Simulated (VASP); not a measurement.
Data:

```xyz
8
Lattice="5.6262 0.0000 0.0000 0.0000 5.6262 0.0000 0.0000 0.0000 5.6262" Properties=species:S:1:pos:R:3 pbc="T T T"
Zn     5.5437     5.5437     5.5437
Zn     2.8956     2.8956     5.5437
Zn     2.8956     5.5437     2.8956
Zn     5.5437     2.8956     2.8956
Te     1.4066     1.4066     1.4066
S      4.2197     4.2197     1.4066
S      4.2197     1.4066     4.2197
S      1.4066     4.2197     4.2197
```

Computed with PBE GGA, VASP's PBE PAW potentials (set 64) (plane waves; VASP 6.6.1). Run with 400 eV cut-off, Gaussian smearing of 0.050 eV, potentials Zn Te S.

Unless said otherwise, spin-orbit coupling is left out, though it shifts the bands of the heavy elements here.

Problem. Predict the band gap (along the path) with the smallest direct gap where there is one.

Solution. 
| Quantity | Value |
|---|---|
| band gap (along the path) | 1.23 eV |
| smallest direct gap (along the path) | 1.23 eV |

The structure was generated: Zn4S3Te was put into an ordered model structure (P-43m), which need not be its known phase. It was relaxed first.
